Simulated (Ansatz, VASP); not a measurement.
# Cross-check of Mg (Magnesium) between VASP and Ansatz

Wanted: the spread between two codes on one cell, functional and k mesh. The structure shown is the end of the Ansatz relaxation below.

Calculated with Ansatz 0.2.0; plane waves, with VASP 6.6.1 beside it; single point at LDA.

## 1. Set-up

It takes space group P6_3/mmc (No. 194, hexagonal). Conventional cell: a = 3.023 Å, b = 3.023 Å, c = 5.183 Å, α = 90.00°, β = 90.00°, γ = 120.00°. Nearest to Mg lie 12 Mg at 3.02 to 3.12 Å.

## 2. Ansatz: relaxation, LDA

Ansatz runs on its PAW soft_1 files.

This run makes the geometry at which the two programs are then compared.

File input.yaml:

```yaml
crystal:
  lattice:
    - [3.0227373786, 0.0, 0.0]
    - [-1.5113686893, 2.6177673588, 0.0]
    - [0.0, 0.0, 5.1358775169]
  atoms:
    - { symbol: Mg, position: [0.3333333333, 0.6666666667, 0.25] }
    - { symbol: Mg, position: [0.6666666667, 0.3333333333, 0.75] }
kpoints:
  mp_grid: { grid: [15, 15, 8] }
hamiltonian:
  xc: lda
  pseudopotentials: { kind: paw, azcp: { folder: soft_1 }, xc_functional: pbe }
scf:
  occupations: { method: methfessel_paxton, width: 0.2 }
output:
  forces: true
  stress: true
  eigenvalues: true
relax:
  adjacent_minimum: "off"
  f_tol: 0.001
  max_steps: 60
  cell: { stress_tol: 0.01, fix: [a, b, gamma] }
```

Launch:

```console
ansatz run input.yaml --threads 4 --pin off --max-ram 10240MiB --backend cpu --events-out ev --progress --plain --runs-dir out
```

Numbers of over 12 decimals in the logs are rounded to 6 here.

What it wrote:

```text
Engine: ansatz 0.2.0, x86_64-unknown-linux-gnu
Pseudopotentials: kind: paw
Pseudopotential: Mg, paw, valence charge 10, recommended cutoff 420 eV (normal), soft_1/Mg.paw.azcp
Functional definition: SPW92
  exchange = slater_x
  correlation = pw_c
Crystal: 2 atoms, lattice volume = 40.639 Å³
Basis set: ecut = 420 eV, 761 PW (Γ)
Bands: 14, of which v1, the nominal top of the filled ones, is band 10 counted from 1 (9 counted from 0)
Symmetry: 24 space group operations
Space group: P63/mmc (ITA 194), of the structure as read, at distance tolerance 3.4e-5 Å
k-points: 135 of 1800
Non-local potential: Mg, projectors of the file, l = 0: 3, l = 1: 2, l = 2: 1
PAW form: soft (Blöchl's): semilocal exchange-correlation on the pseudo side does not see the compensation charge
PAW frozen core: Mg, regenerated for the run's functional, and the local potential with it (the file was generated under x = pbe(κ = 0.804, μ = 0.219515), c = pbe(β = 0.066725))
PAW one-centre angular grid: Mg, 110 points (default); XC on 64 Gauss nodes
Initial density: superposition of atomic densities (chi_scale 0.1, normalization cell)
Initial wavefunctions: pseudopotential atomic-orbital guess
Functional: x = slater, c = lda
SCF iter   1: F=—  HF=-3803.221853 eV  |F-HF|=—  |Δ(HF+E_count)|=         —  Δρ=1.54e-2  dr2=1.04e-1  ethr=3.10e-3  ⟨swp⟩=5.0  Hψ=9635  notcnv=0
preconditioner: auto → none  [metal: Δε(μ)=0.047 eV  Ē_g=7.440 eV  σ=0.200 eV  W_gap=0.20  n_scr=8 (ndim 8)  ℏωp=11.6 eV  f_vac=0.000  D(μ)=0.99/eV (n_scr^D=2)  sad-step TF]
SCF iter   2: F=—  HF=-3803.190647 eV  |F-HF|=—  |Δ(HF+E_count)|=   3.12e-2  S|Δr|=    0.00e0  Δρ=9.98e-3  dr2=4.90e-2  ethr=5.22e-4  ⟨swp⟩=1.0  Hψ=2970  notcnv=0
SCF iter   3: F=—  HF=-3803.168764 eV  |F-HF|=—  |Δ(HF+E_count)|=   2.19e-2  S|Δr|=    0.00e0  Δρ=1.08e-3  dr2=2.85e-4  ethr=2.45e-4  ⟨swp⟩=2.5  Hψ=3060  notcnv=0
SCF iter   4: F=—  HF=-3803.168868 eV  |F-HF|=—  |Δ(HF+E_count)|=   1.04e-4  S|Δr|=    0.00e0  Δρ=2.43e-5  dr2=9.81e-8  ethr=1.42e-6  ⟨swp⟩=2.0  Hψ=2357  notcnv=0
SCF iter   5: F=—  HF=-3803.168868 eV  |F-HF|=—  |Δ(HF+E_count)|=   2.88e-8  S|Δr|=    0.00e0  Δρ=3.25e-5  dr2=1.33e-7  ethr=4.91e-10  ⟨swp⟩=7.0  Hψ=9459  notcnv=0
SCF iter   6: F=-3803.168868 eV  HF=-3803.168868 eV  |F-HF|=1.99e-9  |Δ(HF+E_count)|=   1.66e-7  S|Δr|=    0.00e0  Δρ=3.51e-6  dr2=1.74e-9  ethr=4.91e-10  ⟨swp⟩=2.0  Hψ=7023  notcnv=0
SCF 1 converged in 6 iterations: F = -3803.168868 eV  dr2 = 1.74e-9
  greatest PAW one-centre occupation: 1.000 electrons in one spin orbital (limit 2), on the Mg atom at site 1 (counted from 0), in its partial waves of l = 1
relax step   1: F+E_penalty+E_count = -3803.16886790 eV  Δ(F+E_penalty+E_count) = +0.000e0 eV  max|allowed force component| = 3.701e-17 eV/Å  Δτ_max = 0.0000 Å  P = +2.906 GPa  Ω = 40.639 Å³  fix = [a, b, gamma]  reactions: a +4.074, b +4.074 GPa  (6 SCF iters, dr2 threshold 1.00e-7 eV, accepted)
[...]
relax step   2: F+E_penalty+E_count = -3803.16939197 eV  Δ(F+E_penalty+E_count) = -5.241e-4 eV  max|allowed force component| = 3.007e-17 eV/Å  Δτ_max = 0.0000 Å  P = +2.677 GPa  Ω = 40.857 Å³  energy of the carried Pulay correction = -8.702e-6 eV  fix = [a, b, gamma]  reactions: a +3.905, b +3.905 GPa  (3 SCF iters, dr2 threshold 2.00e-7 eV, accepted)
[...]
relax step   3: F+E_penalty+E_count = -3803.16949077 eV  Δ(F+E_penalty+E_count) = -9.880e-5 eV  max|allowed force component| = 3.701e-17 eV/Å  Δτ_max = 0.0000 Å  P = +2.537 GPa  Ω = 40.995 Å³  energy of the carried Pulay correction = -1.418e-5 eV  fix = [a, b, gamma]  reactions: a +3.793, b +3.793 GPa  (3 SCF iters, dr2 threshold 1.22e-7 eV, accepted)
[...]
relax step   4: F+E_penalty+E_count = -3803.16949153 eV  Δ(F+E_penalty+E_count) = -7.546e-7 eV  max|allowed force component| = 2.544e-17 eV/Å  Δτ_max = 0.0000 Å  P = +2.519 GPa  Ω = 41.013 Å³  energy of the carried Pulay correction = -1.488e-5 eV  fix = [a, b, gamma]  reactions: a +3.778, b +3.778 GPa  (3 SCF iters, dr2 threshold 1.57e-9 eV, accepted)
[...]
relax step   5: F+E_penalty+E_count = -3803.16950781 eV  Δ(F+E_penalty+E_count) = -1.628e-5 eV  max|allowed force component| = 2.313e-17 eV/Å  Δτ_max = 0.0000 Å  P = +2.520 GPa  Ω = 41.013 Å³  fix = [a, b, gamma]  reactions: a +3.778, b +3.778 GPa  stress off target by 2.25e-3 GPa on what of the cell is left free  SCF on the basis re-selected at this cell (its energy is not comparable with the rows above)  (4 SCF iters)
basis re-selected at this cell: Δ(F+E_penalty+E_count) = -1.628e-5 eV, ΔP = +0.000 GPa vs the last step (what re-selecting the basis moved, of the pressure what is left beyond the Pulay correction that the steps carried, after the strain that the cell walked since its last selection, with what the two solves' SCF thresholds leave and, on support functions, any second-order correction that the steps lacked; it is no m [...]
SCF converged after 4 iterations
Stability not checked: this state was not tested for a lower state beside it, because cold or Methfessel-Paxton smearing, or corrected tetrahedra, fill the levels in a way that the test cannot read (fill_not_monotonic; see scf.lower_state_search)
Free energy (F): -3803.169508 eV
Harris-Foulkes:  -3803.169508 eV  (|F-HF|=4.55e-13)
Internal energy: -3803.167050 eV  (E = F + TS)
E sigma→0 (E₀):  -3803.168893 eV
Entropy (-TS):   -0.002458 eV (-1.229 meV/atom)
Fermi energy:    6.368973 eV
--- Per-component energies (eV) ---
  E_band       = -696.161957
  E_kinetic    = 140.671886
  E_local      = -3337.739105  (includes V_loc(G=0)·N_el)
  E_nonlocal   = 391.994769
  E_hartree    = 1132.606936
  E_xc         = -52.515594
  E_vxc        = -68.227077  (∫ρ·V_xc dr)
  E_paw        = -559.574688  (= ΣΔE_a)
  E_vpaw       = -88.076074  (= ΣTr[D̂ρ^β])
  E_aug_tail   = -0.000260  (compensation charges beyond the density's cutoff)
  E_ewald      = -1518.911953
  E_core_change = 0.300959  (= ΣΔE_core)
  E_smearing   = -0.002458  (= −TS)
  E_closure    = -0.000000  (closes the sum)
  Σ components = -3803.169508   (vs F -3803.169508, Δ=0.00e0)
--- Forces (eV/Å), atoms counted from 1 ---
  atom   1  Mg     0.00000000     0.00000000     0.00000000
  atom   2  Mg    -0.00000000    -0.00000000     0.00000000
  max |Σ_I F_I| component: 9.25e-18 eV/Å
--- Stress (GPa, compression-positive) ---
        3.778195      -0.000000       0.000000
       -0.000000       3.778195       0.000000
        0.000000       0.000000       0.002248
  P = ⅓ Tr σ = 2.5195 GPa (25.195 kbar)
--- Band table (eV; the first three rows and the last of 135) ---
  k-point 0: bands = [... 6 lower, -36.2054, -36.2054, -1.0369, 4.2575, 4.5865, 18.2160, 18.5288, 18.5288]
  k-point 1: bands = [... 6 lower, -36.2056, -36.2056, -0.9488, 3.1614, 5.8321, 16.8980, 18.5895, 18.5895]
  k-point 2: bands = [... 6 lower, -36.2061, -36.2061, -0.6854, 2.0700, 7.3721, 14.8565, 18.7628, 18.7628]
  k-point 134: bands = [... 6 lower, -36.2225, -36.2225, 6.7122, 6.7122, 7.1027, 7.1027, 8.3780, 8.3780]
--- Relaxed structure (4 steps of the walk, 4 accepted, 1 SCFs on fresh bases) ---
  F+E_penalty+E_count = -3803.16950781 eV   max|allowed force component| = 2.313e-17 eV/Å   (the final SCF, on the basis selected at the relaxed cell)
  cell:  # Å, volume = 41.0131 Å³
    - [3.022737, 0, 0.0]
    - [-1.511369, 2.617767, 0.0]
    - [0.0, 0.0, 5.183115]
  atoms:
    - { symbol: Mg, position: [0.333333, 0.666667, 0.25] }
    - { symbol: Mg, position: [0.666667, 0.333333, 0.75] }
```

In the SCF lines HF is the Harris–Foulkes energy and dr2 the Hartree energy of the density residual, in eV; the loop may stop once dr2 is under the threshold and the program's other checks hold. Hψ counts applications of the Hamiltonian.

## 3. VASP: single point, LDA, pair 1

The same cell, functional (in two slightly different forms), mesh and smearing now go to VASP, with its own data sets.

Lines of VASP's logs that name or quote its potential files are left out, and so is its time.

File INCAR:

```
SYSTEM = Mg
PREC = Accurate
ENCUT = 600
EDIFF = 1E-06
NELM = 120
ISMEAR = 1
SIGMA = 0.2
LREAL = .FALSE.
ALGO = Normal
GGA = CA
NBANDS = 8
LORBIT = 11
LWAVE = .FALSE.
LCHARG = .FALSE.
ISIF = 2
LASPH = .TRUE.
GGA_COMPAT = .FALSE.
KPAR = 2
```

File POSCAR:

```
Mg
1.0
    3.0227373786      0.0000000000      0.0000000000
   -1.5113686893      2.6177673588      0.0000000000
    0.0000000000      0.0000000000      5.1831149310
Mg
2
Direct
    0.3333333333      0.6666666667      0.2500000000
    0.6666666667      0.3333333333      0.7500000000
```

File KPOINTS:

```
Automatic mesh
0
Gamma
15 15 8
0 0 0
```

Potentials, in the order of the species: Mg (LDA family, release 64).

Launch:

```console
mpirun -np 2 vasp_std
```

What it wrote:

```text
[banner, memory and clock lines left out]
running    2 mpi-ranks, on    1 nodes
 distrk:  each k-point on    1 cores,    2 groups
 distr:  one band on    1 cores,    1 groups

 POSCAR found type information on POSCAR Mg
 POSCAR found :  1 types and       2 ions
 LDA part: xc-table for (Slater(with rela. corr.)+CA(PZ))
 , standard interpolation
 POSCAR, INCAR and KPOINTS ok, starting setup
 FFT: planning ... GRIDC
 FFT: planning ... GRID_SOFT
 FFT: planning ... GRID
 WAVECAR not read
 entering main loop
       N       E                     dE             d eps       ncg     rms          rms(c)
DAV:   1    -0.732314979629E+00   -0.73231E+00   -0.14432E+03  2160   0.401E+02
DAV:   2    -0.359291112555E+01   -0.28606E+01   -0.27546E+01  2920   0.246E+01
DAV:   3    -0.360810707313E+01   -0.15196E-01   -0.15147E-01  2888   0.228E+00
DAV:   4    -0.360814310750E+01   -0.36034E-04   -0.36031E-04  3056   0.929E-02
DAV:   5    -0.360814313880E+01   -0.31302E-07   -0.31040E-07  2960   0.229E-03    0.930E-01
DAV:   6    -0.359597718071E+01    0.12166E-01   -0.45274E-04  2712   0.130E-01    0.591E-01
DAV:   7    -0.358664136991E+01    0.93358E-02   -0.15412E-03  2240   0.239E-01    0.287E-02
DAV:   8    -0.358662864768E+01    0.12722E-04   -0.16719E-05  3432   0.235E-02    0.645E-03
DAV:   9    -0.358662767568E+01    0.97199E-06   -0.74640E-07  2304   0.471E-03
   1 F= -.35866277E+01 E0= -.35858233E+01  d E =-.241325E-02
```

Parts of OUTCAR (step 3):

```text
ion  position               nearest neighbor table
   1  0.333  0.667  0.250-   2 3.12   2 3.12   2 3.12   2 3.12   2 3.12   2 3.12
   2  0.667  0.333  0.750-   1 3.12   1 3.12   1 3.12   1 3.12   1 3.12   1 3.12

  LATTYP: Found a hexagonal cell.
 ALAT       =     3.0227373786
 C/A-ratio  =     1.7147089812

 Subroutine GETGRP returns: Found 24 space group operations
 (whereof 12 operations were pure point group operations)

The static configuration has the point symmetry D_3d.
 The point group associated with its full space group is D_6h.

 Found    135 irreducible k-points:

   k-points           NKPTS =    135   k-points in BZ     NKDIM =    135   number of bands    NBANDS=      8

   dimension x,y,z NGX =    24 NGY =   24 NGZ =   42
   dimension x,y,z NGXF=    48 NGYF=   48 NGZF=   84

   ENCUT  =  600.0 eV  44.10 Ry    6.64 a.u.   6.04  6.04 10.35*2*pi/ulx,y,z

   NELECT =       4.0000    total number of electrons

 k-points in reciprocal lattice and weights: Automatic mesh
   0.00000000  0.00000000  0.00000000       0.001
   0.06666667 -0.00000000  0.00000000       0.003
   0.13333333  0.00000000  0.00000000       0.003
   0.20000000  0.00000000  0.00000000       0.003
   0.26666667  0.00000000  0.00000000       0.003
   0.33333333 -0.00000000  0.00000000       0.003
   0.40000000  0.00000000  0.00000000       0.003
   0.46666667 -0.00000000  0.00000000       0.003
   0.06666667  0.06666667  0.00000000       0.003
[...]
0.33333333  0.26666667  0.50000000       0.007
   0.33333333  0.33333333  0.50000000       0.001

 average (electrostatic) potential at core
       1 -38.5930       2 -38.5930

 E-fermi :   3.0710

 k-point     1 :       0.0000    0.0000    0.0000
  band No.  band energies     occupation
      1      -4.3365      2.00000
      2       0.9518      2.00000
      3       1.2908      2.00000
      4      14.9407      0.00000
      5      15.2518      0.00000
      6      15.2518      0.00000
      7      15.6688      0.00000
      8      15.6688      0.00000

 k-point     2 :       0.0667   -0.0000    0.0000
  band No.  band energies     occupation
      1      -4.2388      2.00000
      2       1.0402      2.00000
      3       1.3859      2.00000
      4      13.3818      0.00000
      5      14.3679      0.00000
      6      14.8790      0.00000
      7      15.7778      0.00000
      8      16.6293      0.00000

 k-point     3 :       0.1333    0.0000    0.0000
  band No.  band energies     occupation
      1      -3.9462      2.00000
      2       1.3055      2.00000
      3       1.6690      2.00000
      4      11.1852      0.00000
      5      13.4433      0.00000
      6      13.9258      0.00000
      7      15.5680      0.00000
      8      15.9846      0.00000

  Total        0.8868635      0.8868635     -0.0909034     -0.0000000     -0.0000000      0.0000000
  in kB       34.6453588     34.6453588     -3.5511457     -0.0000000     -0.0000000      0.0000000
  external PRESSURE =      21.9131906 kB  Pullay stress =       0.0000000 kB

  energy-cutoff  :      600.00
  volume of cell :       41.01
      direct lattice vectors                 reciprocal lattice vectors
     3.022737379  0.000000000  0.000000000     0.330825962  0.191002458  0.000000000
    -1.511368689  2.617767359  0.000000000     0.000000000  0.382004916  0.000000000
     0.000000000  0.000000000  5.183114931     0.000000000  0.000000000  0.192934174

 POSITION                                       TOTAL-FORCE (eV/Angst)
 -----------------------------------------------------------------------------------
     -0.00000      1.74518      1.29578         0.000000      0.000000      0.000000
      1.51137      0.87259      3.88734        -0.000000      0.000000      0.000000
 -----------------------------------------------------------------------------------
    total drift:                                0.000000     -0.000000      0.000000

  FREE ENERGIE OF THE ION-ELECTRON SYSTEM (eV)
  ---------------------------------------------------
  free  energy   TOTEN  =        -3.5866276757 eV

  energy  without entropy=       -3.5842144265  energy(sigma->0) =       -3.58582326

 total charge
# of ion       s       p       d       tot
------------------------------------------
    1        0.224   0.152   0.014   0.391
    2        0.224   0.152   0.014   0.391
--------------------------------------------------
tot          0.448   0.304   0.029   0.781

[... 3 further parts left out ...]
```

The run ends at a pressure of 2.19 GPa.

## 4. Side by side

Known differences besides the potentials themselves: the two LDA forms differ slightly; the data sets hold 20 valence electrons in Ansatz (on its PAW soft_1 files) and 4 in VASP; the cutoff is 420 eV in Ansatz and 600 eV in VASP; VASP's log shows a relativistic correction to its local exchange, Ansatz's none; Ansatz's pressure holds a Pulay correction, VASP's none. Total energies have different zeros and are not compared.

The two programs side by side:

```
      quantity  Ansatz  VASP  difference
pressure (GPa)    2.52  2.19       +0.33
```

## 5. Ansatz: relaxation, LDA

This run makes the geometry at which the two programs are then compared. The cell compared in this pair holds 42.40 Å³, against 41.01 Å³ for the pair before.

The structure compared here is the end of the Ansatz relaxation.

input.yaml, the sections that differ from step 2:

```yaml
crystal:
  lattice:
    - [3.1612558497, 0.0, 0.0]
    - [-1.5806279248, 2.7377278737, 0.0]
    - [0.0, 0.0, 4.8806362865]
  atoms:
    - { symbol: Mg, position: [0.3333333331, 0.6666666669, 0.25] }
    - { symbol: Mg, position: [0.6666666669, 0.3333333331, 0.75] }
relax:
  adjacent_minimum: "off"
  f_tol: 0.001
  max_steps: 60
  cell: { stress_tol: 0.01, fix: [c, angles] }
# kpoints, hamiltonian, scf, output: as in step 2
```

Launch:

```console
ansatz run input.yaml --threads 4 --pin off --max-ram 10240MiB --backend cpu --events-out ev --progress --plain --runs-dir out
```

What it wrote:

```text
[...]
k-point 319: bands = [... 6 lower, -36.5619, -36.5619, 4.5172, 4.5172, 5.9475, 5.9475, 14.0838, 14.0838]
--- Relaxed structure (3 steps of the walk, 3 accepted, 1 SCFs on fresh bases) ---
[...]
cell:  # Å, volume = 42.3952 Å³
    - [3.167049, -2.892043755136431e-11, 0]
    - [-1.583525, 2.742745, 0]
    - [0, 0, 4.8806362865]
  atoms:
    - { symbol: Mg, position: [0.333333, 0.666667, 0.250000] }
    - { symbol: Mg, position: [0.666667, 0.333333, 0.750000] }
[key lines of the parts left out:]
SCF converged after 5 iterations
Free energy (F): -3803.198423 eV
Fermi energy:    6.065341 eV
P = ⅓ Tr σ = 0.8839 GPa (8.839 kbar)
```

## 6. VASP: single point, LDA, pair 2

The same cell, functional (in two slightly different forms), mesh and smearing now go to VASP, with its own data sets.

INCAR is that of step 3.

File POSCAR:

```
Mg
1.0
    3.1670494353      0.0000000000      0.0000000000
   -1.5835247176      2.7427452660      0.0000000000
    0.0000000000      0.0000000000      4.8806362865
Mg
2
Direct
    0.3333333329      0.6666666671      0.2500000000
    0.6666666671      0.3333333329      0.7500000000
```

KPOINTS is that of step 3.

Launch:

```console
mpirun -np 2 vasp_std
```

What it wrote:

```text
[... set-up lines as in an earlier step ...]
 entering main loop
       N       E                     dE             d eps       ncg     rms          rms(c)
DAV:   1    -0.919563195956E+00   -0.91956E+00   -0.14656E+03  2160   0.404E+02
DAV:   2    -0.362091811305E+01   -0.27014E+01   -0.26447E+01  2944   0.237E+01
DAV:   3    -0.363394260050E+01   -0.13024E-01   -0.13017E-01  2912   0.214E+00
DAV:   4    -0.363396158215E+01   -0.18982E-04   -0.18982E-04  3120   0.720E-02
[...]
DAV:   8    -0.361278448230E+01    0.90602E-05   -0.13671E-05  3472   0.215E-02    0.677E-03
DAV:   9    -0.361278343713E+01    0.10452E-05   -0.76657E-07  2368   0.465E-03    0.605E-04
DAV:  10    -0.361278341657E+01    0.20566E-07   -0.43766E-09  1440   0.428E-04
   1 F= -.36127834E+01 E0= -.36124592E+01  d E =-.972556E-03
```

(Part 1 of 2 ends here.)

[Lines on the potential files, build, host, timing and source positions are cut from VASP's logs without a mark.]

[Logs are printed without paths, hosts, clocks, repeated set-up lines and the standing remarks that a program may print on its own settings, such as how far it seeks lower states.]

[Hosts, paths, dates, database ids (printed as entryN), source tags and the programs' standing remarks are cut or masked in the printed files.]
